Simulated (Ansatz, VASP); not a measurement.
Two plane-wave programs on SiB2

```
Si B
1.0
     2.95014    0.00000    0.00000
    -1.47507    2.55489    0.00000
     0.00000    0.00000    3.45747
Si B
1 2
Cartesian
  0.0000 0.0000 0.0000
  0.0000 1.7033 1.7287
  1.4751 0.8516 1.7287
```

Alike in both runs: functional PBE; dispersion D3(BJ); k mesh 18 × 18 × 14; occupations gaussian, width 0.1 eV; no spin polarisation.

Ansatz relaxed the structure, and its values are those at the end. VASP's run is a single point on that final structure, the one shown.

|  | VASP | Ansatz |
| --- | --- | --- |
| version | VASP 6.6.1 | Ansatz 0.2.0 |
| potentials or method | VASP PAW PBE potentials, release 64 (Si, B) | scalar-relativistic, plane waves, PAW |
| plane-wave cutoff (eV) | 520 | 420 |
| valence electrons in the cell | 10 | 10 |

|  | VASP | Ansatz | Ansatz less VASP |
| --- | --- | --- | --- |
| gap on the k mesh at the Fermi level (eV) | none | none | - |
| pressure (GPa) | 0.0 | 0.0 | -0.03 |

A gap of «none» marks a metal or a gap that the smearing closes.

Caveats: pairwise dispersion overbinds metals, which lowers pressure and volume.
